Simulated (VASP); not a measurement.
OSZICAR of a VASP run on CsPbCl3 (cubic perovskite):

OSZICAR:
```
       N       E                     dE             d eps       ncg     rms          rms(c)
DAV:   1     0.421153133924E+03    0.42115E+03   -0.19822E+04   520   0.156E+03
DAV:   2     0.340365590014E+02   -0.38712E+03   -0.37741E+03   608   0.362E+02
DAV:   3    -0.175016024771E+02   -0.51538E+02   -0.51003E+02   662   0.137E+02
DAV:   4    -0.196529370340E+02   -0.21513E+01   -0.21393E+01   672   0.330E+01
DAV:   5    -0.197249184324E+02   -0.71981E-01   -0.71865E-01   698   0.554E+00    0.761E+00
DAV:   6    -0.191627041553E+02    0.56221E+00   -0.13138E+00   710   0.113E+01    0.481E+00
DAV:   7    -0.191232241046E+02    0.39480E-01   -0.50289E-01   770   0.473E+00    0.172E+00
DAV:   8    -0.191196752358E+02    0.35489E-02   -0.73511E-02   806   0.255E+00    0.389E-01
DAV:   9    -0.191180046068E+02    0.16706E-02   -0.91724E-03   738   0.883E-01    0.952E-02
DAV:  10    -0.191180776152E+02   -0.73008E-04   -0.72725E-04   636   0.187E-01    0.375E-02
DAV:  11    -0.191180790991E+02   -0.14839E-05   -0.56682E-05   682   0.612E-02    0.123E-02
DAV:  12    -0.191180786141E+02    0.48507E-06   -0.63562E-06   672   0.420E-02
   1 F= -.98075898E+01 E0= -.98075898E+01  d E =-.980759E+01
       N       E                     dE             d eps       ncg     rms          rms(c)
DAV:   1    -0.246434819236E+02   -0.55254E+01   -0.16996E+02   692   0.147E+02    0.175E+01
DAV:   2    -0.189232207649E+02    0.57203E+01   -0.13380E+01   654   0.507E+01    0.504E+00
DAV:   3    -0.180386471041E+02    0.88457E+00   -0.35639E+00   700   0.238E+01    0.254E+00
DAV:   4    -0.180183497153E+02    0.20297E-01   -0.16044E-01   780   0.395E+00    0.919E-01
DAV:   5    -0.180157369554E+02    0.26128E-02   -0.17760E-02   742   0.154E+00    0.285E-01
DAV:   6    -0.180157966279E+02   -0.59673E-04   -0.18326E-03   650   0.342E-01    0.114E-01
DAV:   7    -0.180157828239E+02    0.13804E-04   -0.13155E-04   812   0.126E-01    0.359E-02
DAV:   8    -0.180157749673E+02    0.78566E-05   -0.83860E-05   796   0.705E-02    0.891E-03
DAV:   9    -0.180157752697E+02   -0.30240E-06   -0.54401E-06   630   0.207E-02
   2 F= -.99087960E+01 E0= -.99081934E+01  d E =-.101206E+00
       N       E                     dE             d eps       ncg     rms          rms(c)
DAV:   1    -0.196209058000E+02   -0.16051E+01   -0.29587E+01   678   0.747E+01    0.615E+00
DAV:   2    -0.187389433585E+02    0.88196E+00   -0.20890E+00   694   0.169E+01    0.197E+00
DAV:   3    -0.185831089768E+02    0.15583E+00   -0.58562E-01   700   0.968E+00    0.975E-01
DAV:   4    -0.185806313584E+02    0.24776E-02   -0.20378E-02   778   0.123E+00    0.669E-01
DAV:   5    -0.185790718885E+02    0.15595E-02   -0.29473E-03   618   0.841E-01    0.156E-01
DAV:   6    -0.185790581779E+02    0.13711E-04   -0.90352E-04   762   0.204E-01    0.277E-02
DAV:   7    -0.185790494244E+02    0.87535E-05   -0.75922E-05   656   0.478E-02    0.991E-03
DAV:   8    -0.185790487843E+02    0.64006E-06   -0.50914E-06   524   0.188E-02
   3 F= -.10002909E+02 E0= -.10002900E+02  d E =-.195320E+00
```

### Question
Which electronic solver shows in the log?

### Answer
It is blocked Davidson (ALGO = Normal, or the opening steps of other solvers). The INCAR had ALGO = Normal.

### Question
Can the final energy be trusted as converged?

### Answer
The run converged. It stopped with EDIFF = 1E-6, NELM = 100, NSW = 40 and EDIFFG = -0.02 after 3 ionic steps (LDA (Ceperley-Alder, Perdew-Zunger), plane waves, VASP's LDA PAW potentials (set 64)). Energy and stress use the plane-wave basis of the starting cell.

The compound is CsPbCl3 in the cubic perovskite structure, the ideal cubic form; the compound distorts at low or room temperature. This run relaxes it under an external pressure of 10 GPa. Symmetry was kept, so distortions that lower it aren't found.
